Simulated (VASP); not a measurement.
The system is I.

```xyz
4
Lattice="3.6350 -2.3950 0.0000 3.6350 2.3950 0.0000 0.0000 0.0000 9.7934" Properties=species:S:1:pos:R:3 pbc="T T T"
I     3.6350   -1.6799    8.6613
I     3.6350    0.7152    6.0288
I     3.6350    1.6799    1.1321
I     3.6350   -0.7152    3.7646
```

- Program: VASP 6.6.1
- Task: relaxation of cell and atoms
- Functional: PBE
- Potentials or basis: VASP PAW PBE potentials, release 64 (I)
- Cutoff: 600 eV
- k mesh: 8 × 8 × 4
- Occupations: gaussian, width 0.03 eV
- Spin: no spin polarisation

At the start: pressure 1.7 GPa; volume 42.63 Å³/atom.

Problem. Where does the relaxation end?

Solution. Over 16 steps the energy falls by 50.9 meV/atom and the volume is 51.29 Å³/atom (+20.3 %); space group Cmce (No. 64, to 0.05 Å).

The path:
```
step  energy change (eV)  largest force (eV/Å)  pressure (GPa)  volume (Å³)
   1              0.0000                0.8437            1.74       170.52
   2             -0.0409                0.2823           -1.04       182.21
   3             -0.0759                0.1372           -0.05       177.15
   4             -0.1047                0.1176           -0.03       178.24
   5             -0.1601                0.0610            0.20       181.27
   6             -0.0979                0.3670            1.38       186.21
   7             -0.1686                0.0889            0.42       182.63
   8             -0.1747                0.1941           -0.28       189.20
   9             -0.1761                0.1372           -0.08       187.14
  10             -0.1873                0.1051           -0.09       191.06
  11             -0.2015                0.0220           -0.06       200.72
  12             -0.2030                0.0127           -0.04       204.36
  13             -0.2031                0.0233           -0.03       205.55
  14             -0.2034                0.0180            0.05       204.98
  15             -0.2034                0.0181            0.04       205.05
  16             -0.2035                0.0091            0.00       205.17
```

Final structure:
```
I
1.0
     4.52392   -2.31569    0.00000
     4.52392    2.31569    0.00000
     0.00000    0.00000    9.79247
I
4
Direct
  0.83997 0.16003 0.87801
  0.33997 0.66003 0.62199
  0.16003 0.83997 0.12199
  0.66003 0.33997 0.37801
```

Caveat: the volume moved by over 15 % at a fixed basis, so the end points are rough; the volume moved by +20 % from the deposited cell, more than functionals usually miss.
